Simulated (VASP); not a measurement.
Here is the system:

```yaml
crystal:
  lattice:
    - [7.14656, 0.00000, 0.00000]
    - [0.00000, 7.14656, 0.00000]
    - [0.00000, 0.00000, 7.14656]
  atoms:
    - { symbol: C, position: [0.49968, 0.99976, 0.99979] }
    - { symbol: C, position: [0.62444, 0.12692, 0.12720] }
    - { symbol: C, position: [0.74889, 0.25133, 0.00151] }
    - { symbol: C, position: [0.87276, 0.37490, 0.12818] }
    - { symbol: C, position: [0.74863, 0.00219, 0.25251] }
    - { symbol: C, position: [0.87404, 0.12661, 0.37693] }
    - { symbol: C, position: [0.99985, 0.00086, 0.00130] }
    - { symbol: C, position: [0.12514, 0.12469, 0.12529] }
    - { symbol: C, position: [0.24849, 0.24998, 0.99932] }
    - { symbol: C, position: [0.37510, 0.37334, 0.12428] }
    - { symbol: C, position: [0.49976, 0.50028, 0.00064] }
    - { symbol: C, position: [0.62495, 0.62265, 0.12674] }
    - { symbol: C, position: [0.75137, 0.75156, 0.00017] }
    - { symbol: C, position: [0.87535, 0.87490, 0.12567] }
    - { symbol: C, position: [0.24943, 0.00022, 0.24953] }
    - { symbol: C, position: [0.37707, 0.12611, 0.37516] }
    - { symbol: C, position: [0.48895, 0.24332, 0.23982] }
    - { symbol: C, position: [0.75804, 0.50957, 0.24215] }
    - { symbol: C, position: [0.87366, 0.62217, 0.37623] }
    - { symbol: C, position: [0.50077, 0.00168, 0.50043] }
    - { symbol: C, position: [0.62640, 0.12528, 0.62486] }
    - { symbol: C, position: [0.76126, 0.24233, 0.51297] }
    - { symbol: C, position: [0.87699, 0.37290, 0.62631] }
    - { symbol: C, position: [0.75143, 0.99981, 0.75185] }
    - { symbol: C, position: [0.87598, 0.12445, 0.87609] }
    - { symbol: C, position: [0.00114, 0.50166, 0.99982] }
    - { symbol: C, position: [0.12538, 0.62407, 0.12387] }
    - { symbol: C, position: [0.25050, 0.75054, 0.99982] }
    - { symbol: C, position: [0.37642, 0.87471, 0.12389] }
    - { symbol: C, position: [0.99924, 0.25145, 0.25237] }
    - { symbol: C, position: [0.12606, 0.37403, 0.37484] }
    - { symbol: C, position: [0.24880, 0.50125, 0.24926] }
    - { symbol: C, position: [0.37459, 0.62519, 0.36831] }
    - { symbol: C, position: [0.49930, 0.75166, 0.24953] }
    - { symbol: C, position: [0.62621, 0.87438, 0.37484] }
    - { symbol: C, position: [0.00125, 0.99969, 0.50128] }
    - { symbol: C, position: [0.12603, 0.12295, 0.62490] }
    - { symbol: C, position: [0.24933, 0.24927, 0.50142] }
    - { symbol: C, position: [0.37478, 0.36745, 0.62644] }
    - { symbol: C, position: [0.63268, 0.62506, 0.62650] }
    - { symbol: C, position: [0.75132, 0.75150, 0.50160] }
    - { symbol: C, position: [0.87725, 0.87444, 0.62467] }
    - { symbol: C, position: [0.25078, 0.99984, 0.75017] }
    - { symbol: C, position: [0.37621, 0.12298, 0.87523] }
    - { symbol: C, position: [0.49966, 0.24915, 0.75175] }
    - { symbol: C, position: [0.62629, 0.37402, 0.87494] }
    - { symbol: C, position: [0.75172, 0.50110, 0.75208] }
    - { symbol: C, position: [0.87724, 0.62403, 0.87557] }
    - { symbol: C, position: [0.00054, 0.75141, 0.24947] }
    - { symbol: C, position: [0.12551, 0.87426, 0.37534] }
    - { symbol: C, position: [0.99998, 0.49994, 0.50122] }
    - { symbol: C, position: [0.12669, 0.62354, 0.62403] }
    - { symbol: C, position: [0.25062, 0.75033, 0.49901] }
    - { symbol: C, position: [0.37722, 0.87376, 0.62377] }
    - { symbol: C, position: [0.00184, 0.24987, 0.75269] }
    - { symbol: C, position: [0.12557, 0.37415, 0.87566] }
    - { symbol: C, position: [0.25092, 0.49941, 0.74996] }
    - { symbol: C, position: [0.37685, 0.62367, 0.87427] }
    - { symbol: C, position: [0.50179, 0.75028, 0.75017] }
    - { symbol: C, position: [0.62575, 0.87420, 0.87565] }
    - { symbol: C, position: [0.00112, 0.75038, 0.75039] }
    - { symbol: C, position: [0.12646, 0.87395, 0.87459] }
    - { symbol: B, position: [0.49508, 0.50609, 0.50563] }
```
Cell charge +1.

All values below come from PBE GGA, VASP's PBE PAW potentials (set 64) (plane waves; VASP). Run with PREC = Normal, LREAL = Auto, ISYM = 0, NELECT = 250.0, 400 eV cut-off, 1×1×1 Γ-centred mesh, Gaussian smearing of 0.050 eV, potentials C B. Starting moments (MAGMOM): 63*0.0317. The cell's moment is fixed (NUPDOWN = 2).

At this cut-off the stress carries a Pulay error, which pulls relaxed volumes low. The cell is charged, with a uniform compensating background.  The supercell is sampled at Γ alone, which is coarse: total energies, pressure and levels can be off, energies of defects by several tenths of an eV.

### Question
What does the run give for the cell moment, energy per atom (σ→0), pressure?

### Answer

```yaml
cell_moment: 2.00 μB
energy per atom (σ→0): -9.054 eV/atom
pressure: -6.58 GPa
```

### Question
Give the moment on each site (PAW-sphere projection).

### Answer

```json
[
 {"site": "C1", "moment (μB)": "0.03"},
 {"site": "C2", "moment (μB)": "0.00"},
 {"site": "C3", "moment (μB)": "0.02"},
 {"site": "C4", "moment (μB)": "0.00"},
 {"site": "C5", "moment (μB)": "0.02"},
 {"site": "C6", "moment (μB)": "0.00"},
 {"site": "C7", "moment (μB)": "0.01"},
 {"site": "C8", "moment (μB)": "0.01"},
 {"site": "C9", "moment (μB)": "0.04"},
 {"site": "C10", "moment (μB)": "0.02"},
 {"site": "C11", "moment (μB)": "0.02"},
 {"site": "C12", "moment (μB)": "0.02"},
 {"site": "C13", "moment (μB)": "0.01"},
 {"site": "C14", "moment (μB)": "0.01"},
 {"site": "C15", "moment (μB)": "0.03"},
 {"site": "C16", "moment (μB)": "0.01"},
 {"site": "C17", "moment (μB)": "0.25"},
 {"site": "C18", "moment (μB)": "-0.01"},
 {"site": "C19", "moment (μB)": "0.02"},
 {"site": "C20", "moment (μB)": "0.02"},
 {"site": "C21", "moment (μB)": "0.01"},
 {"site": "C22", "moment (μB)": "0.29"},
 {"site": "C23", "moment (μB)": "0.01"},
 {"site": "C24", "moment (μB)": "0.03"},
 {"site": "C25", "moment (μB)": "0.01"},
 {"site": "C26", "moment (μB)": "0.00"},
 {"site": "C27", "moment (μB)": "0.01"},
 {"site": "C28", "moment (μB)": "0.01"},
 {"site": "C29", "moment (μB)": "0.01"},
 {"site": "C30", "moment (μB)": "0.02"},
 {"site": "C31", "moment (μB)": "0.02"},
 {"site": "C32", "moment (μB)": "0.02"},
 {"site": "C33", "moment (μB)": "0.01"},
 {"site": "C34", "moment (μB)": "0.01"},
 {"site": "C35", "moment (μB)": "0.02"},
 {"site": "C36", "moment (μB)": "0.03"},
 {"site": "C37", "moment (μB)": "0.01"},
 {"site": "C38", "moment (μB)": "0.02"},
 {"site": "C39", "moment (μB)": "0.01"},
 {"site": "C40", "moment (μB)": "0.01"},
 {"site": "C41", "moment (μB)": "0.01"},
 {"site": "C42", "moment (μB)": "0.01"},
 {"site": "C43", "moment (μB)": "0.01"},
 {"site": "C44", "moment (μB)": "0.01"},
 {"site": "C45", "moment (μB)": "0.02"},
 {"site": "C46", "moment (μB)": "0.02"},
 {"site": "C47", "moment (μB)": "0.02"},
 {"site": "C48", "moment (μB)": "0.01"},
 {"site": "C49", "moment (μB)": "0.01"},
 {"site": "C50", "moment (μB)": "0.01"},
 {"site": "C51", "moment (μB)": "0.02"},
 {"site": "C52", "moment (μB)": "0.01"},
 {"site": "C53", "moment (μB)": "0.01"},
 {"site": "C54", "moment (μB)": "0.01"},
 {"site": "C55", "moment (μB)": "0.04"},
 {"site": "C56", "moment (μB)": "0.02"},
 {"site": "C57", "moment (μB)": "0.00"},
 {"site": "C58", "moment (μB)": "0.01"},
 {"site": "C59", "moment (μB)": "0.01"},
 {"site": "C60", "moment (μB)": "0.01"},
 {"site": "C61", "moment (μB)": "0.01"},
 {"site": "C62", "moment (μB)": "0.01"},
 {"site": "B63", "moment (μB)": "0.02"}
]
```

The absolute energy has meaning only against runs of the same code, potentials and settings.

The cell is a supercell with a defect, built from C (diamond): B_C-vac_C, charge +1.
